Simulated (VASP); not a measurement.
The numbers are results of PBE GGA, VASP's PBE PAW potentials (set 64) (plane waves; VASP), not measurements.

VASP input:

File KPOINTS:
```
Regular mesh
0
G
  3 3 3
```

POSCAR:
```
GaP
3.8537320
  0.0000000000   0.7071067734   0.7071067734
  0.7071067734   0.0000000000   0.7071067734
  0.7071067734   0.7071067734   0.0000000000
Ga P
1 1
Cart
  0.0000000000   0.0000000000   0.0000000000
  0.3535533867   0.3535533867   0.3535533867
```

**INCAR**
```
SYSTEM = GaP
PREC = Accurate
ENCUT = 300
EDIFF = 1E-6
NELM = 100
ALGO = Normal
LREAL = .FALSE.
LASPH = .TRUE.
ISMEAR = -1
SIGMA = 0.01
GGA = PE
LMAXMIX = 4
LWAVE = .FALSE.
LCHARG = .FALSE.
ISIF = 2
```

POTCAR, in this order: Ga_d P (PBE.64 set). Program: vasp_std.

The resulting files:

File OUTCAR:
```
 ion  position               nearest neighbor table
   1  0.000  0.000  0.000-   2 2.36   2 2.36   2 2.36   2 2.36
   2  0.250  0.250  0.250-   1 2.36   1 2.36   1 2.36   1 2.36
  LATTYP: Found a face centered cubic cell.
 ALAT       =     5.4500000000
 Subroutine PRICEL returns:
 Original cell was already a primitive cell.
 Subroutine GETGRP returns: Found 24 space group operations
The static configuration has the point symmetry T_d .
The dynamic configuration has the point symmetry T_d .
 Subroutine INISYM returns: Found 24 space group operations
 Subroutine IBZKPT returns following result:
 Found      4 irreducible k-points:

 Following reciprocal coordinates:
            Coordinates               Weight
  0.000000  0.000000  0.000000      1.000000
  0.333333  0.000000  0.000000      8.000000
  0.333333  0.333333  0.000000      6.000000
 -0.333333  0.333333  0.000000     12.000000
   k-points           NKPTS =      4   k-points in BZ     NKDIM =      4   number of bands    NBANDS=     13
   number of dos      NEDOS =    301   number of ions     NIONS =      2
   total plane-waves  NPLWV =  13824
   dimension x,y,z NGX =    24 NGY =   24 NGZ =   24
   dimension x,y,z NGXF=    48 NGYF=   48 NGZF=   48
   ions per type =               1   1
   PREC   = accura    normal or accurate (medium, high low for compatibility)
   ISTART =      0    job   : 0-new  1-cont  2-samecut
   ICHARG =      2    charge: 1-file 2-atom 10-const
   ISPIN  =      1    spin polarized calculation?
   LNONCOLLINEAR =      F non collinear calculations
   LSORBIT =      F    spin-orbit coupling
   INIWAV =      1    electr: 0-lowe 1-rand  2-diag
   ENCUT  =  300.0 eV  22.05 Ry    4.70 a.u.   5.44  5.44  5.44*2*pi/ulx,y,z
   NELM   =    100;   NELMIN=  2; NELMDL= -5     # of ELM steps
   EDIFF  = 0.1E-05   stopping-criterion for ELM
   LREAL  =      F    real-space projection
   NLSPLINE    = F    spline interpolate recip. space projectors
   LMAXMIX     =    4 max onsite mixed and CHGCAR
   VOSKOWN=      0    Vosko Wilk Nusair interpolation
   EDIFFG = 0.1E-04   stopping-criterion for IOM
   NSW    =      0    number of steps for IOM
   NBLOCK =      1;   KBLOCK =      1    inner block; outer block
   IBRION =     -1    ionic relax: 0-MD 1-quasi-New 2-CG
   NFREE  =      0    steps in history (QN), initial steepest desc. (CG)
   ISIF   =      2    stress and relaxation
   ISYM   =      2    0-nonsym 1-usesym 2-fastsym
   TEIN   =    0.0    initial temperature
   TEBEG  =    0.0;   TEEND  =   0.0 temperature during run
   SMASS  =  -3.00    Nose mass-parameter (am)
   PSTRESS=    0.0 pullay stress
   NELECT =      18.0000    total number of electrons
   EFERMI =   0.00;   METHOD = LEGACY
   ISMEAR =    -1;   SIGMA  =   0.01  broadening in eV -4-tet -1-fermi 0-gaus
   IALGO  =     38    algorithm
   LDIAG  =      T    sub-space diagonalisation (order eigenvalues)
   IMIX   =      4    mixing-type and parameters
     AMIX     =   0.40;   BMIX     =  1.00
     AMIX_MAG =   1.60;   BMIX_MAG =  1.00
     AMIN     =   0.10
   GGA     = PE    functional components
   VOSKOWN =     0    Vosko Wilk Nusair interpolation
   LHFCALC =     F    Hartree Fock is set to
   LHFONE  =     F    Hartree Fock one center treatment
   AEXX    =    0.0000 exact exchange contribution
   IVDW    =     0    specifies the selected vdW correction
   LEPSILON=     F    determine dielectric tensor
   LRPA    =     F    only Hartree local field effects (RPA)
  energy-cutoff  :      300.00
  volume of cell :       40.47
      direct lattice vectors                 reciprocal lattice vectors
     0.000000000  2.725000000  2.725000000    -0.183486239  0.183486239  0.183486239
     2.725000000  0.000000000  2.725000000     0.183486239 -0.183486239  0.183486239
     2.725000000  2.725000000  0.000000000     0.183486239  0.183486239 -0.183486239
 k-point     1 :   0.0000 0.0000 0.0000  plane waves:     531
...
```

File OSZICAR:
```
       N       E                     dE             d eps       ncg     rms          rms(c)
DAV:   1     0.598336276104E+02    0.59834E+02   -0.74610E+03   104   0.136E+03
DAV:   2    -0.478015141957E+01   -0.64614E+02   -0.63255E+02   114   0.248E+02
DAV:   3    -0.888882307205E+01   -0.41087E+01   -0.40825E+01   129   0.607E+01
DAV:   4    -0.896234281082E+01   -0.73520E-01   -0.73496E-01   122   0.827E+00
DAV:   5    -0.896405555116E+01   -0.17127E-02   -0.17127E-02   132   0.887E-01    0.443E+00
DAV:   6    -0.864536616848E+01    0.31869E+00   -0.59116E-01   161   0.136E+01    0.297E+00
DAV:   7    -0.861116401696E+01    0.34202E-01   -0.15699E-01   129   0.271E+00    0.129E+00
DAV:   8    -0.861326037939E+01   -0.20964E-02   -0.21087E-02   114   0.207E+00    0.200E-01
DAV:   9    -0.861396136809E+01   -0.70099E-03   -0.21640E-03   139   0.792E-01    0.901E-02
DAV:  10    -0.861408754113E+01   -0.12617E-03   -0.18264E-04   148   0.151E-01    0.432E-02
DAV:  11    -0.861421941703E+01   -0.13188E-03   -0.17875E-04   109   0.130E-01    0.680E-03
DAV:  12    -0.861421820870E+01    0.12083E-05   -0.63154E-06   142   0.359E-02    0.433E-03
DAV:  13    -0.861421881659E+01   -0.60790E-06   -0.22016E-06   116   0.139E-02
   1 F= -.86142188E+01 E0= -.86142188E+01  d E =-.159591E-11
```

OUTCAR:
```
------------------------ aborting loop because EDIFF is reached ----------------------------------------
  FORCE on cell =-STRESS in cart. coord.  units (eV):
  Direction    XX          YY          ZZ          XY          YZ          ZX
  --------------------------------------------------------------------------------------
  Total        0.9964259      0.9964259      0.9964259      0.0000000      0.0000000      0.0000000
  in kB       39.4481001     39.4481001     39.4481001      0.0000000      0.0000000      0.0000000
  external PRESSURE =      39.4481001 kB  Pullay stress =       0.0000000 kB
  volume of cell :       40.47
      direct lattice vectors                 reciprocal lattice vectors
     0.000000000  2.725000000  2.725000000    -0.183486239  0.183486239  0.183486239
     2.725000000  0.000000000  2.725000000     0.183486239 -0.183486239  0.183486239
     2.725000000  2.725000000  0.000000000     0.183486239  0.183486239 -0.183486239
  FREE ENERGIE OF THE ION-ELECTRON SYSTEM (eV)
  ---------------------------------------------------
  free  energy   TOTEN  =        -8.6142188166 eV

  energy  without entropy=       -8.6142188166  energy(sigma->0) =       -8.61421882
```
(Selected blocks of OUTCAR.)

**OUTCAR**
```
 val. band max:        4.7804328905   @ k =   0.0000   0.0000   0.0000

 cond. band min:       6.4769607519   @ k =   0.3333   0.3333   0.0000


 Fermi energy:         5.0232778681

 k-point     1 :       0.0000    0.0000    0.0000
  band No.  band energies     occupation
      1      -9.8817      2.00000
      2      -9.8817      2.00000
      3      -9.8817      2.00000
      4      -9.7856      2.00000
      5      -9.7856      2.00000
      6      -7.7364      2.00000
      7       4.7804      2.00000
      8       4.7804      2.00000
      9       4.7804      2.00000
     10       6.5847      0.00000
     11       8.5883      0.00000
     12       8.5883      0.00000
     13       8.5883      0.00000

 k-point     2 :       0.3333    0.0000    0.0000
  band No.  band energies     occupation
      1      -9.9414      2.00000
      2      -9.8617      2.00000
      3      -9.8617      2.00000
      4      -9.7818      2.00000
      5      -9.7818      2.00000
      6      -6.4275      2.00000
      7      -0.4691      2.00000
      8       3.8592      2.00000
      9       3.8592      2.00000
     10       6.6322      0.00000
     11       9.5258      0.00000
     12       9.5258      0.00000
     13      12.3749      0.00000

 k-point     3 :       0.3333    0.3333    0.0000
  band No.  band energies     occupation
      1      -9.9714      2.00000
      2      -9.8340      2.00000
      3      -9.8340      2.00000
      4      -9.8109      2.00000
      5      -9.7694      2.00000
      6      -5.9612      2.00000
      7      -0.2906      2.00000
      8       2.5261      2.00000
      9       2.5261      2.00000
     10       6.4770      0.00000
     11       7.6428      0.00000
     12      12.9482      0.00000
     13      12.9482      0.00000

 k-point     4 :      -0.3333    0.3333    0.0000
  band No.  band energies     occupation
      1      -9.9704      2.00000
      2      -9.8440      2.00000
      3      -9.8325      2.00000
...
```

At this cut-off the stress carries a Pulay error, which pulls relaxed volumes low.

The structure is a typed GaP crystal (F-43m). The cell was not relaxed at this level. The k-mesh is coarse (spacing up to 0.67 per Å, 2π included), so the numbers may not be converged in it. The run is one of a series of settings (KPOINTS 3×3×3 Γ-centred mesh against the base run), some of them coarse on purpose.
